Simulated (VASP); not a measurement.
Input of a VASP 6.6.1 run:

The input INCAR:

```
ALGO = Normal
EDIFF = 1E-6
ENCUT = 520
GGA = PE
ISIF = 2
ISMEAR = -1
LASPH = True
LCHARG = False
LREAL = Auto
LWAVE = False
NBANDS = 45
NELM = 100
PREC = Accurate
SIGMA = 0.05
```

Contents of KPOINTS:

```
k-points
0
Gamma
  1 1 1
```

The input POSCAR:

```
LiH12ClO6
1.0
    5.8635890000      0.0000000000      0.0000000000
    0.0000000000      5.8635890000      0.0000000000
    0.0000000000      0.0000000000      5.8635890000
O H Li Cl
6 12 1 1
Direct
    0.4769604418      0.4712472174      0.8200267788
    0.2513307123      0.8374734314      0.6298019865
    0.6495680376      0.5996668593      0.4000621462
    0.8998413770      0.2419849004      0.8345400743
    0.0459616116      0.5087498459      0.2089505250
    0.8720768117      0.0724300424      0.4101412974
    0.3780108053      0.5877287784      0.7361020699
    0.5192724115      0.3647254267      0.7062568676
    0.3040117580      0.9317501619      0.7587844237
    0.3885674797      0.8691093458      0.5479749689
    0.6050219413      0.6916412457      0.2685386032
    0.8137678135      0.5764558191      0.3666525740
    0.9204942570      0.2589028665      0.6729155130
    0.7743039289      0.1430011551      0.8597294251
    0.0827820640      0.6717217049      0.1876666322
   -0.0208916416      0.4536641296      0.0646873442
    0.7688806293      0.0150078732      0.2828813547
    0.9898715616     -0.0420732081      0.4315275167
    0.3716836224      0.3804836935      0.1542741144
    0.3872542908      1.0033104298      0.1194831357
```

Potentials or basis: VASP PAW PBE potentials, release 64 (O, H, Li_sv, Cl).

Run with:

```bash
$ cat potpaw_PBE.64/O/POTCAR potpaw_PBE.64/H/POTCAR potpaw_PBE.64/Li_sv/POTCAR potpaw_PBE.64/Cl/POTCAR > POTCAR
$ mpirun -np 1 vasp_gam > vasp.out
```

Task: Predict the band gap on the k mesh.

Result: 4.48 eV, direct.

Task: Predict the largest force.

Result: 2.490 eV/Å.

Forces in eV/Å, atoms in the order of the input:
```
O   -1.690  1.509  1.033
O   -0.124  0.092  0.786
O   -0.414 -0.051 -0.477
O    1.322  1.163  1.145
O    1.006  0.781 -0.065
O   -1.164 -0.517 -1.417
H    0.705 -0.661  0.620
H    0.521 -0.645 -0.814
H   -1.112 -0.049  1.015
H    0.967 -0.383 -1.830
H   -0.268  0.408 -0.013
H   -0.215 -0.556  0.154
H   -0.178 -0.291 -0.719
H   -0.900 -0.745  0.046
H    0.102 -0.321 -0.298
H   -0.236 -0.369 -0.370
H    0.839  0.713  1.296
H    0.223 -0.036  0.304
Li   0.071  0.232 -0.350
Cl   0.544 -0.273 -0.046
```
